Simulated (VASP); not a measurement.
Data:

```xyz
4
Lattice="2.4612 -5.9269 0.0000 2.4612 5.9269 0.0000 0.0000 0.0000 4.0444" Properties=species:S:1:pos:R:3 pbc="T T T"
Ba     2.4612     4.2358     1.0111
Ba     2.4612    -4.2358     3.0333
Si     2.4612     0.6854     1.0111
Si     2.4612    -0.6854     3.0333
```

Level of theory: LDA (Ceperley-Alder, Perdew-Zunger), VASP's LDA PAW potentials (set 64) (plane waves; VASP). Settings: 400 eV cut-off, Gaussian smearing of 0.050 eV, potentials Ba_sv Si.

Unless said otherwise, spin-orbit coupling is left out, though it shifts the bands of the heavy elements here.

**Question.** Predict the band gap (along the path) with the smallest direct gap where there is one.

**Answer.** 
- band gap (along the path) = none (metal, semimetal or under 0.01 eV)

Total energies compare only between runs with the same potentials, cut-off and functional.

The structure comes from a computed database's BaSi entry (Cmcm); how it stands against other phases isn't given here. It was relaxed first, which changed the volume by -8 %.
